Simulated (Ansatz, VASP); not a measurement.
**ZrH3 in two plane-wave programs**

Wanted: the spread between two codes on one cell, functional and k mesh. The cell is taken from a series of runs on this material, whose earlier steps may have relaxed, scaled, displaced or heated it; both programs get it as it stands.

Method: plane waves, with VASP 6.6.1 beside it; PBEsol with D3(BJ), in Ansatz 0.2.0.

### 1. The starting structure

Symmetry: Pm-3m, No. 221, cubic system. Conventional cell: a = 3.126 Å, b = 3.126 Å, c = 3.126 Å, α = 90.00°, β = 90.00°, γ = 90.00°. Zr has 12 H at 2.21 Å nearest. Nearest to H lie 4 Zr at 2.21 Å and 8 H at 2.21 Å. Farther neighbours are not listed.

### 2. Ansatz: single point, PBEsol with D3(BJ)

Ansatz runs on its default PAW (the set named soft_2) files.

With cell and atoms fixed, the geometry can't cause a difference; cores, projectors, grids and the points listed under the comparison can.

File input.yaml:

```yaml
crystal:
  lattice:
    - [3.126038, 0.0, 0.0]
    - [0.0, 3.126038, 0.0]
    - [0.0, 0.0, 3.126038]
  atoms:
    - { symbol: Zr, position: [0.0, 0.0, 0.0] }
    - { symbol: H, position: [0.0, 0.5, 0.5] }
    - { symbol: H, position: [0.5, 0.0, 0.5] }
    - { symbol: H, position: [0.5, 0.5, 0.0] }
kpoints:
  mp_grid: { grid: [6, 6, 6] }
hamiltonian:
  xc: pbesol
  dispersion: d3bj
scf:
  occupations: { method: gaussian, width: 0.1 }
output:
  forces: true
  stress: true
  eigenvalues: true
```

Run with:

```
> ansatz run input.yaml --threads 4 --pin off --max-ram 7168MiB --backend cpu --events-out ev --progress --plain --runs-dir out
```

Numbers of over 12 decimals in the logs are rounded to 6 here.

Log:

```text
Engine: ansatz 0.2.0, aarch64-unknown-linux-gnu
Pseudopotentials: kind: paw
Pseudopotential: Zr, paw, valence charge 12, recommended cutoff 420 eV (normal), Zr.paw.azcp
Pseudopotential: H, paw, valence charge 1, recommended cutoff 420 eV (normal), H.paw.azcp
Functional definition: PBEsol
  exchange = pbesol_x
  correlation = pbesol_c
Crystal: 4 atoms, lattice volume = 30.548 Å³
Basis set: ecut = 420 eV, 619 PW (Γ), exchange–correlation on 48×48×48 points (8 copies of the dense FFT grid, shifted against one another)
Bands: 12, of which v1, the nominal top of the filled ones, is band 8 counted from 1 (7 counted from 0)
Symmetry: 48 space group operations
Space group: Pm-3m (ITA 221), of the structure as read, at distance tolerance 3.1e-5 Å
k-points: 20 of 216
Non-local potential: Zr, projectors of the file, l = 0: 3, l = 1: 2, l = 2: 2, l = 3: 2
Non-local potential: H, projectors of the file, l = 0: 2, l = 1: 1
PAW form: soft (Blöchl's): semilocal exchange-correlation on the pseudo side does not see the compensation charge
PAW frozen core: Zr, regenerated for the run's functional, and the local potential with it (the file was generated under x = pbe(κ = 0.804, μ = 0.219515), c = pbe(β = 0.066725))
PAW one-centre angular grid: Zr, 590 points (default); XC on 64 Gauss nodes
PAW one-centre angular grid: H, 110 points (default); XC on 64 Gauss nodes
Initial density: superposition of atomic densities (neutral atoms: chi_scale 0, normalization atom), corrected by the library's trained network
Initial wavefunctions: pseudopotential atomic-orbital guess
Functional: x = pbesol(κ = 0.804, μ = 0.123457), c = pbesol(β = 0.046)
SCF iter   1: F=—  HF=-4177.702345 eV  |F-HF|=—  |Δ(HF+E_count)|=         —  Δρ=1.22e-2  dr2=3.26e-2  ethr=1.77e-3  ⟨swp⟩=5.0  Hψ=1227  notcnv=0
preconditioner: auto → none  [metal: Δε(μ)=0.044 eV  Ē_g=7.877 eV  σ=0.100 eV  W_gap=0.24  n_scr=6 (ndim 8)  ℏωp=17.8 eV  f_vac=0.000  D(μ)=3.40/eV (n_scr^D=32)  sad-step TF]
SCF iter   2: F=—  HF=-4177.695066 eV  |F-HF|=—  |Δ(HF+E_count)|=   7.28e-3  Δρ=6.23e-3  dr2=8.85e-3  ethr=2.18e-4  ⟨swp⟩=1.0  Hψ=400  notcnv=0
SCF iter   3: F=—  HF=-4177.692592 eV  |F-HF|=—  |Δ(HF+E_count)|=   2.47e-3  Δρ=4.50e-4  dr2=7.50e-5  ethr=5.90e-5  ⟨swp⟩=2.0  Hψ=283  notcnv=0
SCF iter   4: F=—  HF=-4177.692585 eV  |F-HF|=—  |Δ(HF+E_count)|=   7.40e-6  Δρ=2.03e-4  dr2=1.20e-5  ethr=5.00e-7  ⟨swp⟩=2.1  Hψ=312  notcnv=0
SCF iter   5: F=—  HF=-4177.692582 eV  |F-HF|=—  |Δ(HF+E_count)|=   3.26e-6  Δρ=4.42e-5  dr2=4.57e-7  ethr=8.01e-8  ⟨swp⟩=2.5  Hψ=344  notcnv=0
SCF iter   6: F=-4177.692582 eV  HF=-4177.692582 eV  |F-HF|=2.71e-10  |Δ(HF+E_count)|=   9.41e-8  Δρ=4.14e-6  dr2=2.09e-9  ethr=6.67e-10  ⟨swp⟩=5.9  Hψ=986  notcnv=0
SCF 1 converged in 6 iterations: F = -4177.692582 eV  dr2 = 2.09e-9
  greatest PAW one-centre occupation: 0.996 electrons in one spin orbital (limit 2), on the Zr atom at site 0 (counted from 0), in its partial waves of l = 0
SCF converged after 6 iterations
Free energy (F): -4177.692582 eV
Harris-Foulkes:  -4177.692582 eV  (|F-HF|=2.71e-10)
Internal energy: -4177.675125 eV  (E = F + TS)
E sigma→0 (E₀):  -4177.683853 eV
Entropy (-TS):   -0.017457 eV (-4.364 meV/atom)
Fermi energy:    11.719042 eV
--- Per-component energies (eV) ---
  E_band       = -116.075939
  E_kinetic    = 374.420530
  E_local      = -697.410973  (includes V_loc(G=0)·N_el)
  E_nonlocal   = 84.746322
  E_hartree    = 215.888288
  E_xc         = -188.271906
  E_vxc        = -226.670862  (∫ρ·V_xc dr)
  E_paw        = -2901.194388  (= ΣΔE_a)
  E_vpaw       = -82.935129  (= ΣTr[D̂ρ^β])
  E_aug_tail   = -0.003046  (compensation charges beyond the density's cutoff)
  E_ewald      = -1065.264644
  E_disp       = -0.751028  (pairwise vdW)
  E_core_change = 0.165720  (= ΣΔE_core)
  E_smearing   = -0.017457  (= −TS)
  E_closure    = 0.000000  (closes the sum)
  Σ components = -4177.692582   (vs F -4177.692582, Δ=0.00e0)
--- Forces (eV/Å), atoms counted from 1 ---
  atom   1  Zr    -0.00000000     0.00000000     0.00000000
  atom   2  H      0.00000000     0.00000000     0.00000000
  atom   3  H      0.00000000    -0.00000000     0.00000000
  atom   4  H      0.00000000    -0.00000000     0.00000000
  max |Σ_I F_I| component: 4.27e-31 eV/Å
--- Stress (GPa, compression-positive) ---
       -7.961559       0.000000       0.000000
       -0.000000      -7.961559      -0.000000
        0.000000      -0.000000      -7.961559
  P = ⅓ Tr σ = -7.9616 GPa (-79.616 kbar)
--- Band table (eV; the first three rows and the last of 20) ---
  k-point 0: bands = [... 4 lower, 1.5772, 7.6126, 7.6126, 15.4871, 15.4871, 15.4871, 17.6818, 17.6818]
  k-point 1: bands = [... 4 lower, 2.1022, 7.6411, 7.9838, 14.4754, 14.4754, 15.5524, 16.2379, 16.6398]
  k-point 2: bands = [... 4 lower, 3.4659, 6.9675, 9.0606, 13.1674, 13.1674, 13.6463, 15.6873, 16.5952]
  k-point 19: bands = [... 4 lower, 5.9022, 5.9022, 5.9022, 15.2392, 17.3349, 17.3349, 17.7731, 17.7731]
```

Reading the cycles: dr2 is the Hartree energy of the density residual (eV), the measure of convergence; HF is the Harris–Foulkes estimate of the energy, which meets the free energy F at convergence.

The run ends at a pressure of -7.96 GPa.

### 3. VASP: single point, PBEsol with D3(BJ)

The same cell, functional, mesh and smearing now go to VASP, with its own data sets.

Lines of VASP's logs that name or quote its potential files are left out, and so is its time.

File INCAR:

```
SYSTEM = ZrH3
PREC = Accurate
ENCUT = 500
EDIFF = 1E-06
NELM = 120
ISMEAR = 0
SIGMA = 0.1
LREAL = .FALSE.
ALGO = Normal
GGA = PS
IVDW = 12
NBANDS = 13
LASPH = .TRUE.
LORBIT = 11
LWAVE = .FALSE.
LCHARG = .FALSE.
ISIF = 2
GGA_COMPAT = .FALSE.
```

File POSCAR:

```
ZrH3
1.0
    3.1260380000      0.0000000000      0.0000000000
    0.0000000000      3.1260380000      0.0000000000
    0.0000000000      0.0000000000      3.1260380000
Zr H
1 3
Direct
    0.0000000000      0.0000000000      0.0000000000
    0.0000000000      0.5000000000      0.5000000000
    0.5000000000      0.0000000000      0.5000000000
    0.5000000000      0.5000000000      0.0000000000
```

File KPOINTS:

```
Automatic mesh
0
Gamma
6 6 6
0 0 0
```

The projector-augmented-wave data sets are Zr_sv and H (PBE family, release 64).

Run with:

```
> mpirun -np 1 vasp_std
```

Log:

```text
[banner, memory and clock lines left out]
running    1 mpi-ranks, on    1 nodes
 distrk:  each k-point on    1 cores,    1 groups
 distr:  one band on    1 cores,    1 groups

 POSCAR found type information on POSCAR ZrH
 POSCAR found :  2 types and       4 ions
|                                                                             |
|               ----> ADVICE to this user running VASP <----                  |
|                                                                             |
|     You enforced a specific xc type in the INCAR file but a different       |
|     [... a line on the potential file left out ...]
|     I HOPE YOU KNOW WHAT YOU ARE DOING!                                     |
|                                                                             |

 LDA part: xc-table for (Slater+PW92), standard interpolation
 POSCAR, INCAR and KPOINTS ok, starting setup
 FFT: planning ... GRIDC
 FFT: planning ... GRID_SOFT
 FFT: planning ... GRID
 WAVECAR not read
 entering main loop
       N       E                     dE             d eps       ncg     rms          rms(c)
DAV:   1     0.905388649813E+02    0.90539E+02   -0.75473E+03   520   0.105E+03
DAV:   2    -0.179485729252E+02   -0.10849E+03   -0.10330E+03   630   0.287E+02
DAV:   3    -0.217021624352E+02   -0.37536E+01   -0.37110E+01   835   0.466E+01
DAV:   4    -0.217569885929E+02   -0.54826E-01   -0.54800E-01   573   0.532E+00
DAV:   5    -0.217578683268E+02   -0.87973E-03   -0.87970E-03   827   0.481E-01    0.170E+01
DAV:   6    -0.204477607235E+02    0.13101E+01   -0.15511E+00   570   0.112E+01    0.670E+00
DAV:   7    -0.203289666509E+02    0.11879E+00   -0.51676E-01   637   0.579E+00    0.130E+00
DAV:   8    -0.203367023706E+02   -0.77357E-02   -0.11006E-01   568   0.338E+00    0.114E+00
DAV:   9    -0.203277293479E+02    0.89730E-02   -0.20690E-02   560   0.144E+00    0.863E-02
DAV:  10    -0.203277638892E+02   -0.34541E-04   -0.98982E-04   638   0.257E-01    0.109E-01
DAV:  11    -0.203276857511E+02    0.78138E-04   -0.33978E-04   555   0.170E-01    0.289E-02
DAV:  12    -0.203276721148E+02    0.13636E-04   -0.43018E-05   570   0.641E-02    0.720E-03
DAV:  13    -0.203276721440E+02   -0.29161E-07   -0.97747E-07   488   0.905E-03
   1 F= -.21078473E+02 E0= -.21069740E+02  d E =-.174674E-01
```

OUTCAR, selected parts (step 3):

```text
ion  position               nearest neighbor table
   1  0.000  0.000  0.000-   2 2.21   3 2.21   4 2.21   2 2.21   3 2.21   2 2.21   4 2.21   2 2.21
                             3 2.21   4 2.21   3 2.21   4 2.21
   2  0.000  0.500  0.500-   1 2.21   1 2.21   1 2.21   1 2.21
   3  0.500  0.000  0.500-   1 2.21   1 2.21   1 2.21   1 2.21
   4  0.500  0.500  0.000-   1 2.21   1 2.21   1 2.21   1 2.21

  LATTYP: Found a simple cubic cell.
 ALAT       =     3.1260380000

 Subroutine GETGRP returns: Found 48 space group operations
 (whereof 48 operations were pure point group operations)

The static configuration has the point symmetry O_h .

 Found     20 irreducible k-points:

   k-points           NKPTS =     20   k-points in BZ     NKDIM =     20   number of bands    NBANDS=     13

   dimension x,y,z NGX =    24 NGY =   24 NGZ =   24
   dimension x,y,z NGXF=    48 NGYF=   48 NGZF=   48

   ENCUT  =  500.0 eV  36.75 Ry    6.06 a.u.   5.70  5.70  5.70*2*pi/ulx,y,z

   NELECT =      15.0000    total number of electrons

 k-points in reciprocal lattice and weights: Automatic mesh
   0.00000000  0.00000000  0.00000000       0.005
   0.16666667  0.00000000  0.00000000       0.028
   0.33333333  0.00000000  0.00000000       0.028
   0.50000000  0.00000000  0.00000000       0.014
   0.16666667  0.16666667  0.00000000       0.056
   0.33333333  0.16666667  0.00000000       0.111
   0.50000000  0.16666667  0.00000000       0.056
   0.33333333  0.33333333  0.00000000       0.056
   0.50000000  0.33333333  0.00000000       0.056
[...]
0.50000000  0.50000000  0.33333333       0.028
   0.50000000  0.50000000  0.50000000       0.005

 average (electrostatic) potential at core
       1 -76.0211       2 -28.6727       3 -28.6727       4 -28.6727

 E-fermi :   7.6840

 k-point     1 :       0.0000    0.0000    0.0000
  band No.  band energies     occupation
    ...
      3     -19.1743      2.00000
      4     -19.1743      2.00000
      5      -2.4535      2.00000
      6       3.5777      2.00000
      7       3.5777      2.00000
      8      11.4554      0.00000
      9      11.4554      0.00000
     10      11.4554      0.00000
     11      13.6456      0.00000
     12      13.6456      0.00000
    ...

 k-point     2 :       0.1667    0.0000    0.0000
  band No.  band energies     occupation
    ...
      3     -19.1579      2.00000
      4     -19.1579      2.00000
      5      -1.9297      2.00000
      6       3.6055      2.00000
      7       3.9485      2.00000
      8      10.4421      0.00000
      9      10.4421      0.00000
     10      11.5207      0.00000
     11      12.2020      0.00000
     12      12.6054      0.00000
    ...

 k-point     3 :       0.3333    0.0000    0.0000
  band No.  band energies     occupation
    ...
      3     -19.1248      2.00000
      4     -19.1248      2.00000
      5      -0.5675      2.00000
      6       2.9319      2.00000
      7       5.0249      2.00000
      8       9.1327      0.00000
      9       9.1327      0.00000
     10       9.6096      0.00000
     11      11.6556      0.00000
     12      12.5633      0.00000
    ...

 Edisp (eV)   -0.75080

  Total      -1.52566    -1.52566    -1.52566     0.00000     0.00000     0.00000
  in kB     -80.01741   -80.01741   -80.01741     0.00000     0.00000     0.00000
  external pressure =      -80.02 kB  Pullay stress =        0.00 kB

  energy-cutoff  :      500.00
  volume of cell :       30.55
      direct lattice vectors                 reciprocal lattice vectors
     3.126038000  0.000000000  0.000000000     0.319893744  0.000000000  0.000000000
     0.000000000  3.126038000  0.000000000     0.000000000  0.319893744  0.000000000
     0.000000000  0.000000000  3.126038000     0.000000000  0.000000000  0.319893744

 POSITION                                       TOTAL-FORCE (eV/Angst)
 -----------------------------------------------------------------------------------
      0.00000      0.00000      0.00000         0.000000      0.000000      0.000000
      0.00000      1.56302      1.56302         0.000000      0.000000      0.000000
      1.56302      0.00000      1.56302         0.000000      0.000000      0.000000
      1.56302      1.56302      0.00000         0.000000      0.000000      0.000000
 -----------------------------------------------------------------------------------
    total drift:                               -0.000000      0.000000      0.000000

  FREE ENERGIE OF THE ION-ELECTRON SYSTEM (eV)
  ---------------------------------------------------
  free  energy   TOTEN  =       -21.0784734969 eV

  energy  without entropy=      -21.0610060867  energy(sigma->0) =      -21.06973979

 total charge
# of ion       s       p       d       tot
------------------------------------------
    1        2.164   5.987   1.688   9.839
    2        0.515   0.010   0.000   0.525
    3        0.515   0.010   0.000   0.525
    4        0.515   0.010   0.000   0.525
--------------------------------------------------
tot          3.709   6.018   1.688  11.414

[... 3 further parts left out ...]
```

Dispersion corrections of this kind ignore metallic screening and tend to overbind metals.

### 4. Differences

Known differences besides the potentials themselves: the cutoff is 420 eV in Ansatz and 500 eV in VASP; Ansatz makes its cores anew for this functional, VASP keeps those of its PBE data sets. Total energies have different zeros and are not compared.

The two programs side by side:

| quantity | Ansatz | VASP | difference |
| --- | --- | --- | --- |
| pressure (GPa) | -7.96 | -8.00 | +0.04 |

### 5. Summary of results

```json
{
 "difference in pressure (single point, PBEsol with D3(BJ))": "0.040 GPa"
}
```

**Reading.** The difference in pressure is 0.040 GPa (single point, PBEsol with D3(BJ)), within the 1 GPa picked in this series as the mark of a large difference. Such differences can come from data sets, numerical settings and the points named under the comparisons, not from the functional's error against experiment.

[Lines on the potential files, build, host, timing and source positions are cut from VASP's logs without a mark.]

[Logs are printed without paths, hosts, clocks, repeated set-up lines and the standing remarks that a program may print on its own settings, such as how far it seeks lower states.]

[Hosts, paths, dates, database ids (printed as entryN), source tags and the programs' standing remarks are cut or masked in the printed files.]
